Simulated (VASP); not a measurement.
InAs, 2 atoms in the cell. It takes space group F-43m (No. 216, cubic). Conventional cell: a = 6.210 Å, b = 6.210 Å, c = 6.210 Å, α = 90.00°, β = 90.00°, γ = 90.00°. Around In (site symmetry -43m) lie 4 As at 2.69 Å. As (site symmetry -43m) is surrounded by 4 In at 2.69 Å.  The cell isn't the ideal one: a relaxed cell with its volume scaled by 1.06.

- Program: VASP 6.6.1
- Task: relaxation of the atoms
- Functional: PBEsol
- Potentials or basis: VASP PAW PBE potentials, release 64 (In_d, As)
- Cutoff: 600 eV
- k mesh: 10 × 10 × 10
- Occupations: gaussian, width 0.03 eV
- Spin: no spin polarisation
- Further INCAR settings: ALGO = Normal; EDIFF = 1e-07; IBRION = 2; EDIFFG = -0.01; NSW = 40

Potentials or basis: VASP PAW PBE potentials, release 64 (In_d, As).

Command:

```bash
$ cat potpaw_PBE.64/In_d/POTCAR potpaw_PBE.64/As/POTCAR > POTCAR
$ mpirun -np 1 vasp_std > vasp.out
```

Hardware: 1 thread of Intel(R) Xeon(R) Platinum 8488C (Sapphire Rapids) (shared host).

**Question.** How long does it take, and how much memory?

**Answer.** Wall time 43 s on 1 thread of Intel(R) Xeon(R) Platinum 8488C (Sapphire Rapids), on a shared host, peak memory 0.23 GiB. Counts: scf iterations 13, k points 47, ion steps 1.
